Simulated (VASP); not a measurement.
Method: PBEsol GGA, VASP's PBE PAW potentials (set 64) (plane waves; VASP).

VASP input:

### INCAR
```
SYSTEM = Ga4As3Sb
PREC = Accurate; ENCUT = 400; LREAL = .False.
LASPH = .True.
EDIFF = 1E-6; NELM = 100; ALGO = Normal
LMAXMIX = 4
ISMEAR = 1; SIGMA = 0.1
GGA = PS
IBRION = 2; NSW = 60; ISIF = 3
EDIFFG = -0.02
LWAVE = .False.; LCHARG = .False.
```

File POSCAR:
```
Ga4As3Sb
1.0
  5.7803510304   0.0000000000   0.0000000000
  0.0000000000   5.7803510304   0.0000000000
  0.0000000000   0.0000000000   5.7803510304
Ga Sb As
4 1 3
Direct
  0.9913860088   0.9913860088   0.9913860088
  0.5086139912   0.5086139912   0.9913860088
  0.5086139912   0.9913860088   0.5086139912
  0.9913860088   0.5086139912   0.5086139912
  0.2500000000   0.2500000000   0.2500000000
  0.7500000000   0.7500000000   0.2500000000
  0.7500000000   0.2500000000   0.7500000000
  0.2500000000   0.7500000000   0.7500000000
```

### KPOINTS
```
Automatic mesh
0
Gamma
5 5 5
0 0 0
```

POTCAR, in this order: Ga_d Sb As (PBE.64 set). Program: vasp_std.

The resulting files:

### OUTCAR
```
 ion  position               nearest neighbor table
   1  0.991  0.991  0.991-   6 2.48   7 2.48   8 2.48   5 2.59
   2  0.509  0.509  0.991-   6 2.48   7 2.48   8 2.48   5 2.59
   3  0.509  0.991  0.509-   6 2.48   7 2.48   8 2.48   5 2.59
   4  0.991  0.509  0.509-   6 2.48   7 2.48   8 2.48   5 2.59
   5  0.250  0.250  0.250-   1 2.59   2 2.59   3 2.59   4 2.59
   6  0.750  0.750  0.250-   1 2.48   2 2.48   3 2.48   4 2.48
   7  0.750  0.250  0.750-   1 2.48   2 2.48   3 2.48   4 2.48
   8  0.250  0.750  0.750-   1 2.48   2 2.48   3 2.48   4 2.48
  LATTYP: Found a simple cubic cell.
 ALAT       =     5.7803510304
 Subroutine PRICEL returns:
 Original cell was already a primitive cell.
 Subroutine GETGRP returns: Found 24 space group operations
The static configuration has the point symmetry C_3v.
 The point group associated with its full space group is T_d .
The dynamic configuration has the point symmetry C_3v.
 Subroutine INISYM returns: Found 24 space group operations
 Subroutine IBZKPT returns following result:
 Found     10 irreducible k-points:

 Following reciprocal coordinates:
            Coordinates               Weight
  0.000000  0.000000  0.000000      1.000000
  0.200000  0.000000  0.000000      6.000000
...
```

OSZICAR:
```
       N       E                     dE             d eps       ncg     rms          rms(c)
DAV:   1     0.542176367834E+03    0.54218E+03   -0.28855E+04   900   0.199E+03
DAV:   2     0.479386110271E+02   -0.49424E+03   -0.48406E+03   940   0.500E+02
DAV:   3    -0.313670872769E+02   -0.79306E+02   -0.76911E+02   989   0.154E+02
DAV:   4    -0.357762582518E+02   -0.44092E+01   -0.43744E+01  1044   0.370E+01
DAV:   5    -0.358942766946E+02   -0.11802E+00   -0.11788E+00  1023   0.608E+00    0.608E+00
DAV:   6    -0.353334508636E+02    0.56083E+00   -0.10352E+00  1202   0.117E+01    0.357E+00
DAV:   7    -0.352212614506E+02    0.11219E+00   -0.49172E-01  1004   0.333E+00    0.958E-01
DAV:   8    -0.352178637497E+02    0.33977E-02   -0.96457E-02  1082   0.315E+00    0.227E-01
DAV:   9    -0.352184118550E+02   -0.54811E-03   -0.11763E-02  1178   0.125E+00    0.967E-02
DAV:  10    -0.352184929057E+02   -0.81051E-04   -0.12822E-03  1028   0.276E-01    0.461E-02
DAV:  11    -0.352186283049E+02   -0.13540E-03   -0.33372E-04  1036   0.118E-01    0.111E-02
DAV:  12    -0.352186272092E+02    0.10957E-05   -0.55181E-05  1012   0.699E-02    0.997E-03
DAV:  13    -0.352186271336E+02    0.75628E-07   -0.57962E-06   898   0.158E-02
   1 F= -.35218627E+02 E0= -.35218523E+02  d E =-.352186E+02
       N       E                     dE             d eps       ncg     rms          rms(c)
DAV:   1    -0.352371148290E+02   -0.18488E-01   -0.29311E-01  1072   0.620E+00    0.812E-01
DAV:   2    -0.352228107068E+02    0.14304E-01   -0.45372E-02  1034   0.272E+00    0.369E-01
DAV:   3    -0.352190351333E+02    0.37756E-02   -0.65433E-03  1116   0.830E-01    0.790E-02
DAV:   4    -0.352187114745E+02    0.32366E-03   -0.16902E-03  1026   0.375E-01    0.383E-02
DAV:   5    -0.352187076065E+02    0.38680E-05   -0.11408E-04  1322   0.808E-02    0.313E-02
DAV:   6    -0.352187011452E+02    0.64614E-05   -0.47156E-05  1137   0.635E-02    0.104E-02
DAV:   7    -0.352186974152E+02    0.37300E-05   -0.12840E-05   905   0.449E-02    0.161E-03
DAV:   8    -0.352186974669E+02   -0.51739E-07   -0.13314E-06   587   0.862E-03
   2 F= -.35218697E+02 E0= -.35218556E+02  d E =-.703334E-04
       N       E                     dE             d eps       ncg     rms          rms(c)
DAV:   1    -0.352239637742E+02   -0.52664E-02   -0.80100E-02  1051   0.328E+00    0.421E-01
DAV:   2    -0.352201129833E+02    0.38508E-02   -0.12049E-02  1007   0.137E+00    0.193E-01
DAV:   3    -0.352190743013E+02    0.10387E-02   -0.18403E-03  1110   0.442E-01    0.400E-02
DAV:   4    -0.352189850212E+02    0.89280E-04   -0.45425E-04   997   0.197E-01    0.197E-02
DAV:   5    -0.352189824975E+02    0.25237E-05   -0.32270E-05  1318   0.420E-02    0.161E-02
DAV:   6    -0.352189794774E+02    0.30201E-05   -0.11920E-05  1038   0.293E-02    0.590E-03
DAV:   7    -0.352189782872E+02    0.11902E-05   -0.30144E-06   603   0.217E-02    0.726E-04
DAV:   8    -0.352189783408E+02   -0.53577E-07   -0.68280E-07   484   0.456E-03
   3 F= -.35218978E+02 E0= -.35218854E+02  d E =-.351207E-03
```

### OUTCAR
```
------------------------ aborting loop because EDIFF is reached ----------------------------------------
  FORCE on cell =-STRESS in cart. coord.  units (eV):
  Direction    XX          YY          ZZ          XY          YZ          ZX
  --------------------------------------------------------------------------------------
  Total        0.0034660      0.0034660      0.0034660     -0.0000000      0.0000000      0.0000000
  in kB        0.0288306      0.0288306      0.0288306     -0.0000000      0.0000000      0.0000000
  external PRESSURE =       0.0288306 kB  Pullay stress =       0.0000000 kB
  volume of cell :      192.61
      direct lattice vectors                 reciprocal lattice vectors
     5.775112298  0.000000000  0.000000000     0.173156806 -0.000000000 -0.000000000
     0.000000000  5.775112298  0.000000000    -0.000000000  0.173156806 -0.000000000
     0.000000000  0.000000000  5.775112298    -0.000000000 -0.000000000  0.173156806
 POSITION                                       TOTAL-FORCE (eV/Angst)
 -----------------------------------------------------------------------------------
      5.72569      5.72569      5.72569         0.008950      0.008950      0.008950
      2.93698      2.93698      5.72569        -0.008950     -0.008950      0.008950
      2.93698      5.72569      2.93698        -0.008950      0.008950     -0.008950
      5.72569      2.93698      2.93698         0.008950     -0.008950     -0.008950
      1.44378      1.44378      1.44378         0.000000     -0.000000     -0.000000
      4.33133      4.33133      1.44378         0.000000     -0.000000     -0.000000
      4.33133      1.44378      4.33133         0.000000     -0.000000     -0.000000
      1.44378      4.33133      4.33133         0.000000     -0.000000     -0.000000
 -----------------------------------------------------------------------------------
    total drift:                               -0.000000     -0.000000      0.000000
  FREE ENERGIE OF THE ION-ELECTRON SYSTEM (eV)
  ---------------------------------------------------
  free  energy   TOTEN  =       -35.2189783408 eV

  energy  without entropy=      -35.2186040918  energy(sigma->0) =      -35.21885359

 reached required accuracy - stopping structural energy minimisation
```
(Selected blocks of OUTCAR.)

### CONTCAR
```
Ga4As3Sb
   1.00000000000000
     5.7751122979785574    0.0000000000000000    0.0000000000000000
     0.0000000000000000    5.7751122979785574    0.0000000000000000
     0.0000000000000000    0.0000000000000000    5.7751122979785574
  Ga              Sb              As
     4     1     3
Direct
     0.9914415460774995    0.9914415460774995    0.9914415460774995
     0.5085584539225005    0.5085584539225005    0.9914415460774995
     0.5085584539225005    0.9914415460774995    0.5085584539225005
     0.9914415460774995    0.5085584539225005    0.5085584539225005
     0.2500000000000000    0.2500000000000000    0.2500000000000000
     0.7500000000000000    0.7500000000000000    0.2500000000000000
     0.7500000000000000    0.2500000000000000    0.7500000000000000
     0.2500000000000000    0.7500000000000000    0.7500000000000000
```

The structure was generated: Ga4As3Sb was put into an ordered model structure (P-43m), which need not be its known phase. This run relaxes it. Symmetry was kept, so distortions that lower it aren't found. The start is the result of an earlier pass.
